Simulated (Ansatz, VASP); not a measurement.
## One calculation of ZnBr, two programs

Contents of POSCAR:

```
ZnBr
1.0
    4.9186300000      0.0000000000      0.0000000000
   -2.4593200000      4.2596600000      0.0000000000
    0.0000000000      0.0000000000      4.9864800000
Zn Br
1 1
Direct
    0.0000000000      0.0000000000      0.5000000000
    0.0000000000      0.0000000000      0.0000000000
```

Contents of INCAR.step1:

```
PREC = Accurate
ENCUT = 520
EDIFF = 1E-5
ISMEAR = -1
SIGMA = 0.05
LREAL = False
LASPH = True
NELM = 100
ALGO = Normal
ISIF = 2
LWAVE = True
LCHARG = False
GGA = PE
```

INCAR.step2

```
PREC = Accurate
ENCUT = 520
EDIFF = 1E-7
ISMEAR = -1
SIGMA = 0.05
LREAL = False
LASPH = True
NELM = 100
ALGO = Normal
ISIF = 2
LWAVE = False
LCHARG = False
GGA = PE
LHFCALC = True
HFSCREEN = 0.3
AEXX = 0.25
PRECFOCK = Fast
ISTART = 1
```

Contents of KPOINTS:

```
regular mesh
0
Gamma
  3 3 3
```

File input.yaml:

```yaml
crystal:
  lattice:
    - [4.91863, 0.0, 0.0]
    - [-2.45932, 4.25966, 0.0]
    - [0.0, 0.0, 4.98648]
  atoms:
    - { symbol: Zn, position: [0.0, 0.0, 0.5] }
    - { symbol: Br, position: [0.0, 0.0, 0.0] }
hamiltonian:
  xc: { exchange: pbe, correlation: pbe, exx: { coeff: 0.25, omega: 0.3 } }
  pseudopotentials: { kind: paw }
kpoints:
  mp_grid: { grid: [3, 3, 3] }
scf:
  occupations: { method: fermi_dirac, width: 0.05 }
output:
  forces: true
  stress: true
  eigenvalues: true
```

The cell was built by a generator and needn't be a form met in nature.

Alike in both runs: task single point; functional HSE(alpha, omega); k mesh 3 × 3 × 3; occupations fermi-dirac, width 0.05 eV; no spin polarisation.

```csv
,VASP,Ansatz
version,VASP 6.6.1,Ansatz 0.2.0
potentials or method,"VASP PAW PBE potentials, release 64 (Zn, Br)",Ansatz PAW
plane-wave cutoff (eV),520,420
valence electrons in the cell,19,19
```

```csv
,VASP,Ansatz,Ansatz less VASP
gap on the k mesh at the Fermi level (eV),none,none,-
pressure (GPa),0.0,-0.1,-0.02
largest component of the traceless stress (GPa),0.42,0.39,-0.032
```

A gap of «none» marks a metal or a gap that the smearing closes. The functional is the same, so the differences come from potentials, cutoffs and numerics.

Caveats: the k mesh is coarse (spacing up to 0.49 Å⁻¹), so the values aren't converged, least of all with exact exchange; an odd number of electrons without spin polarisation forces a metal; a magnetic or distorted state may lie lower; the PAW data sets were made with another functional, which shifts forces and pressure a little (VASP); the PAW data sets come from PBE, with cores solved anew for the run's functional, which leaves a small shift of forces and pressure (Ansatz); the thresholds are loose for stress (Ansatz).
